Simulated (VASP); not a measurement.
Crystal: HfZr2Se4.

```xyz
7
Lattice="3.0951 1.7869 5.1303 -3.0951 1.7869 5.1303 0.0000 -3.5739 5.1303" Properties=species:S:1:pos:R:3 pbc="T T T"
Zr    0.0000    0.0000   12.7316
Zr    0.0000    0.0000    2.6594
Hf    0.0000    0.0000    0.0000
Se    0.0000    1.7869    5.1303
Se   -1.5475   -0.8935    5.1303
Se    1.5475   -0.8935    5.1303
Se    0.0000    0.0000    7.6955
```

The cell was built by a generator and needn't be a form met in nature.

| Property | Result |
| --- | --- |
| Program | VASP 6.6.1 |
| Task | relaxation of cell and atoms |
| Functional | PBE |
| Potentials or basis | VASP PAW PBE potentials, release 64 (Zr_sv, Hf_pv, Se) |
| Cutoff | 520 eV |
| k mesh | 3 × 3 × 3 |
| Occupations | gaussian, width 0.15 eV |
| Spin | no spin polarisation |

At the start: pressure -6.3 GPa; volume 24.32 Å³/atom.

Q: How do energy, volume and symmetry change on relaxing?

A: Over 14 steps the energy falls by 395.2 meV/atom and the volume is 22.01 Å³/atom (-9.5 %); space group R-3m (No. 166, to 0.05 Å).

Step by step:
```tsv
step	energy change (eV)	largest force (eV/Å)	pressure (GPa)	volume (Å³)
1	0.0000	3.5647	-6.33	170.25
2	-1.9409	2.1946	1.39	147.37
3	-2.0725	1.5762	5.39	141.31
4	-2.5739	0.4559	0.03	150.66
5	-2.6215	0.0555	-2.78	158.12
6	-2.6321	0.0645	-2.12	156.07
7	-2.7380	0.3414	0.89	152.03
8	-2.7383	0.3544	1.03	151.85
9	-2.7512	0.1812	0.56	153.72
10	-2.7583	0.2378	0.69	153.04
11	-2.7621	0.0948	-0.61	155.21
12	-2.7636	0.1547	-0.37	154.45
13	-2.7635	0.1661	-0.25	154.31
14	-2.7663	0.0734	-0.14	154.05
```

Final structure:
```cif
data_structure
_symmetry_space_group_name_H-M 'P 1'
_symmetry_Int_Tables_number 1
_cell_length_a 6.6603
_cell_length_b 6.6603
_cell_length_c 6.6603
_cell_angle_alpha 48.906
_cell_angle_beta 48.906
_cell_angle_gamma 48.906
_cell_volume 154.05
loop_
_atom_site_label
_atom_site_type_symbol
_atom_site_fract_x
_atom_site_fract_y
_atom_site_fract_z
_atom_site_occupancy
Zr1 Zr 0.79793 0.79793 0.79793 1
Zr2 Zr 0.20207 0.20207 0.20207 1
Hf1 Hf 0.00000 0.00000 0.00000 1
Se1 Se 0.50000 0.50000 0.00000 1
Se2 Se 0.00000 0.50000 0.50000 1
Se3 Se 0.50000 0.00000 0.50000 1
Se4 Se 0.50000 0.50000 0.50000 1
```

Caveat: the k mesh is coarse (spacing up to 0.41 Å⁻¹), so the values aren't converged.
